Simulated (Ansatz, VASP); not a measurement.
# Ge (Germanium) in two plane-wave programs, part 2 of 2

Aim: how closely do two programs agree when they are given the same cell, functional and k mesh?

VASP 6.6.1 and Ansatz 0.2.0.

So far. Step 4 (Differences): The walks stopped with 0.00 GPa left in Ansatz and 0.03 GPa in VASP; each walk ends within a tolerance, so the volume difference is uncertain by about these residues over the bulk modulus, most in soft cells.

## (5) VASP: band structure, HSE06

Level of this step: HSE06; plane waves and PAW (Ge_d) (VASP).

The same path points are solved in both programs, so levels can be compared one by one. The cell compared in this pair holds 45.40 Å³, against 45.28 Å³ for the pair before.

The run reads the wave functions of an earlier VASP run, which isn't shown here.

The input, INCAR:

```
SYSTEM = Ge
PREC = Accurate
ENCUT = 410
EDIFF = 1E-06
NELM = 100
ISMEAR = 0
SIGMA = 0.05
LREAL = .FALSE.
ALGO = Normal
LHFCALC = .TRUE.
AEXX = 0.25
GGA = PE
HFSCREEN = 0.2
LASPH = .TRUE.
NBANDS = 20
PRECFOCK = Fast
LORBIT = 11
LWAVE = .FALSE.
LCHARG = .FALSE.
KPAR = 2
```

The input, POSCAR:

```
Ge
1.0
    0.0000000000      2.8315135721      2.8315135721
    2.8315135721      0.0000000000      2.8315135721
    2.8315135721      2.8315135721      0.0000000000
Ge
2
Direct
    0.0000000000      0.0000000000      0.0000000000
    0.2500000000      0.2500000000      0.2500000000
```

The input, KPOINTS:

```
Automatic mesh
0
Gamma
4 4 4
0 0 0
```

The input, KPOINTS_OPT:

```
Line mode
6
Line-mode
Reciprocal
  0.00000000   0.00000000   0.00000000 GAMMA
  0.50000000   0.00000000   0.50000000 X

  0.50000000   0.00000000   0.50000000 X
  0.50000000   0.25000000   0.75000000 W

  0.50000000   0.25000000   0.75000000 W
  0.37500000   0.37500000   0.75000000 K

  0.37500000   0.37500000   0.75000000 K
  0.00000000   0.00000000   0.00000000 GAMMA

  0.00000000   0.00000000   0.00000000 GAMMA
  0.50000000   0.50000000   0.50000000 L

  0.50000000   0.50000000   0.50000000 L
  0.62500000   0.25000000   0.62500000 U

  0.62500000   0.25000000   0.62500000 U
  0.50000000   0.25000000   0.75000000 W

  0.50000000   0.25000000   0.75000000 W
  0.50000000   0.50000000   0.50000000 L

  0.50000000   0.50000000   0.50000000 L
  0.37500000   0.37500000   0.75000000 K

  0.62500000   0.25000000   0.62500000 U
  0.50000000   0.00000000   0.50000000 X
```

PAW data sets: Ge_d (PBE family, release 64).

Started as:

```bash
> mpirun -np 2 vasp_std
```

Numbers of over 12 decimals in the logs are rounded to 6 here.

The log of the run:

```text
[banner, memory and clock lines left out]
running    2 mpi-ranks, on    1 nodes
[...]
LDA part: xc-table for (Slater+PW92), standard interpolation
 found WAVECAR, reading the header
 POSCAR, INCAR and KPOINTS ok, starting setup
[...]
reading WAVECAR
 the WAVECAR file was read successfully
 initial charge from wavefunction
 entering main loop
       N       E                     dE             d eps       ncg     rms          rms(c)
DAV:   1    -0.104816148949E+02   -0.10482E+02   -0.54901E-01   404   0.988E+00    0.856E-01
DAV:   2    -0.104861087990E+02   -0.44939E-02   -0.35215E-02   328   0.208E+00    0.585E-01
DAV:   3    -0.104858554262E+02    0.25337E-03   -0.14433E-03   420   0.615E-01    0.380E-01
DAV:   4    -0.104857900706E+02    0.65356E-04   -0.11380E-04   360   0.168E-01    0.231E-01
[...]
DAV:   9    -0.104857377565E+02    0.15806E-05   -0.28903E-07   184   0.397E-03    0.166E-02
DAV:  10    -0.104857366362E+02    0.11203E-05   -0.95373E-08   172   0.263E-03    0.966E-03
DAV:  11    -0.104857365305E+02    0.10565E-06   -0.52019E-08   172   0.179E-03
   1 F= -.10485737E+02 E0= -.10485737E+02  d E =-.866643E-16
 Start KPOINTS_OPT (optional k-point list driver)
k-point batch [1-8\60]
       N       E                     dE             ncg
DAV:   1    -0.207603782636E+04   -0.65664E+04      352
DAV:   2    -0.354647371540E+04   -0.14704E+04      320
DAV:   3    -0.375272694078E+04   -0.20625E+03      356
DAV:   4    -0.376163913934E+04   -0.89122E+01      364
DAV:   5    -0.376179743833E+04   -0.15830E+00      388
DAV:   6    -0.376180103625E+04   -0.35979E-02      376
DAV:   7    -0.376180117968E+04   -0.14343E-03      408
DAV:   8    -0.376180118564E+04   -0.59628E-05      352
DAV:   9    -0.376180118584E+04   -0.19768E-06      248
[...]
k-point batch [57-60\60]
       N       E                     dE             ncg
DAV:   1     0.241595611799E+04   -0.46072E+04      168
DAV:   2     0.165633201008E+04   -0.75962E+03      160
DAV:   3     0.155080122844E+04   -0.10553E+03      184
DAV:   4     0.154664473532E+04   -0.41565E+01      184
DAV:   5     0.154656935647E+04   -0.75379E-01      188
DAV:   6     0.154656760211E+04   -0.17544E-02      192
DAV:   7     0.154656753495E+04   -0.67164E-04      200
DAV:   8     0.154656753164E+04   -0.33036E-05      188
DAV:   9     0.154656753153E+04   -0.11680E-06      128
```

OUTCAR, selected parts (step 5):

```text
 POSITION                                       TOTAL-FORCE (eV/Angst)
 -----------------------------------------------------------------------------------
      0.00000      0.00000      0.00000         0.000000      0.000000      0.000000
      1.41576      1.41576      1.41576        -0.000000     -0.000000     -0.000000
 -----------------------------------------------------------------------------------
    total drift:                               -0.000000     -0.000001      0.000000

  FREE ENERGIE OF THE ION-ELECTRON SYSTEM (eV)
  ---------------------------------------------------
  free  energy   TOTEN  =       -10.4857365305 eV

  energy  without entropy=      -10.4857365305  energy(sigma->0) =      -10.48573653

[... 3 further parts left out ...]
[key lines of the parts left out:]
E-fermi :   4.9174
```

Spin-orbit coupling is off here; it would split degenerate levels, and it lifts a valence top of Ge p states by about 0.1 eV.

## (6) Ansatz: band structure, HSE06

The same cell, functional, mesh and smearing now go to Ansatz, which takes its cutoff from its data sets.

The cell is taken from a series of VASP runs on this material, whose earlier steps may have relaxed, scaled or displaced it; both programs get it as it stands.

The input, input.yaml:

```yaml
crystal:
  lattice:
    - [0.0, 2.8315135721, 2.8315135721]
    - [2.8315135721, 0.0, 2.8315135721]
    - [2.8315135721, 2.8315135721, 0.0]
  atoms:
    - { symbol: Ge, position: [0.0, 0.0, 0.0] }
    - { symbol: Ge, position: [0.25, 0.25, 0.25] }
hamiltonian:
  xc: { exchange: pbe, correlation: pbe, exx: { coeff: 0.25, omega: 0.2 } }
  pseudopotentials: { kind: paw }
kpoints:
  mp_grid: { grid: [4, 4, 4] }
  band_path:
    path:
      - [0.0, 0.0, 0.0]
      - [0.5, 0.0, 0.5]
      - [0.5, 0.2, 0.7]
      - [0.4, 0.35, 0.75]
      - [0.15, 0.15, 0.3]
      - [0.2, 0.2, 0.2]
      - [0.5, 0.5, 0.5]
      - [0.55, 0.4, 0.55]
      - [0.6, 0.25, 0.65]
      - [0.5, 0.25, 0.75]
      - [0.5, 0.5, 0.5]
      - [0.375, 0.375, 0.75]
      - [0.5, 0.0, 0.5]
    npoints: 1
scf:
  occupations: { method: gaussian, width: 0.05 }
  n_extra_bands: 7
output:
  forces: true
  stress: true
  eigenvalues: true
  write_density: true
  write_potential: true
  elf: true
  volumetric_format: npy
```

Started as:

```bash
> ansatz run input.yaml --threads 4 --pin off --max-ram 9216MiB --backend cpu --events-out ev --progress --plain --runs-dir out
```

The log of the run:

```text
[...]
--- Band table (eV; the first three rows and the last of 8) ---
  k-point 0: bands = [... 10 lower, -5.7893, 8.2101, 8.2101, 8.2101, 9.1483, 11.4673, 11.4673, 11.4673, ... 3 higher]
  k-point 1: bands = [... 10 lower, -4.9677, 3.2097, 7.2767, 7.2767, 9.6153, 12.6085, 12.6085, 14.8129, ... 3 higher]
  k-point 2: bands = [... 10 lower, -3.4656, -0.0474, 6.6947, 6.6947, 9.0896, 12.7012, 12.7012, 16.1834, ... 3 higher]
  k-point 7: bands = [... 10 lower, -1.3494, -1.3494, 4.0088, 4.0088, 13.4565, 13.4565, 13.6604, 13.6604, ... 3 higher]
[key lines of the parts left out:]
Free energy (F): -8591.481099 eV
Fermi energy:    8.649437 eV
P = ⅓ Tr σ = 0.9523 GPa (9.523 kbar)
```

The job ended after 23 s (4 threads of Arm Neoverse V1, shared host; peak memory 0.58 GiB; 79 s of CPU time).

## (7) Comparison

What differs besides the data sets and the points named for the pairs above, as far as they apply: exact exchange at q = 0 is treated differently, which shows on coarse meshes; the cutoff is 420 eV in Ansatz and 410 eV in VASP; VASP takes a coarser grid for exact exchange (PRECFOCK = Fast). Total energies have different zeros and are not compared.

Both answers:

```csv
quantity,Ansatz,VASP,difference
gap over the path points (eV),0.879,0.889,-0.009
```

Levels at points of the path, from each program's valence-band top (eV; 3 filled, then empty):

```csv
k (reciprocal lattice),Ansatz,VASP
0.000 0.000 0.000,0.00 0.00 0.00 0.94 3.26 3.26,0.00 0.00 0.00 0.95 3.27 3.27
0.500 0.000 0.500,-9.67 -3.34 -3.34 1.33 1.33 10.81,-9.67 -3.34 -3.34 1.34 1.34 10.83
0.500 0.200 0.700,-9.57 -4.13 -4.13 4.13 4.13 6.65,-9.57 -4.13 -4.13 4.14 4.14 6.67
0.400 0.350 0.750,-9.03 -4.65 -2.97 1.99 4.91 7.99,-9.02 -4.65 -2.97 1.99 4.92 8.00
0.150 0.150 0.300,-4.50 -2.34 -0.59 2.66 4.14 4.27,-4.50 -2.34 -0.59 2.67 4.15 4.28
0.200 0.200 0.200,-3.96 -0.70 -0.70 1.60 4.18 4.18,-3.96 -0.70 -0.70 1.61 4.19 4.19
0.500 0.500 0.500,-8.26 -1.51 -1.51 0.88 4.49 4.49,-8.26 -1.51 -1.51 0.89 4.50 4.50
0.550 0.400 0.550,-8.24 -3.23 -1.93 2.25 4.47 5.43,-8.23 -3.22 -1.93 2.26 4.47 5.44
0.600 0.250 0.650,-9.03 -4.65 -2.97 1.99 4.91 7.99,-9.02 -4.65 -2.97 1.99 4.92 8.00
0.500 0.250 0.750,-9.56 -4.20 -4.20 5.25 5.25 5.45,-9.56 -4.20 -4.20 5.26 5.26 5.46
```

Among the levels compared at these points, filled levels agree within 3 meV and empty ones within 17 meV.

## (8) Results

```
difference in volume (relaxation of cell and atoms, r2SCAN)    : 0.46 %
difference in gap over the path points (band structure, HSE06) : -0.0094 eV
```

**Reading.** The difference in volume is 0.46 % (relaxation of cell and atoms, r2SCAN), within the 1.2 % picked in this series as the mark of a large difference, as far as the stopping tolerances let one tell. Such differences can come from data sets, numerical settings and the points named under the comparisons, not from the functional's error against experiment.

[Lines on the potential files, build, host, timing and source positions are cut from VASP's logs without a mark.]

[Logs are printed without paths, hosts, clocks, repeated set-up lines and the standing remarks that a program may print on its own settings, such as how far it seeks lower states.]

[Hosts, paths, dates, database ids (printed as entryN), source tags and the programs' standing remarks are cut or masked in the printed files.]
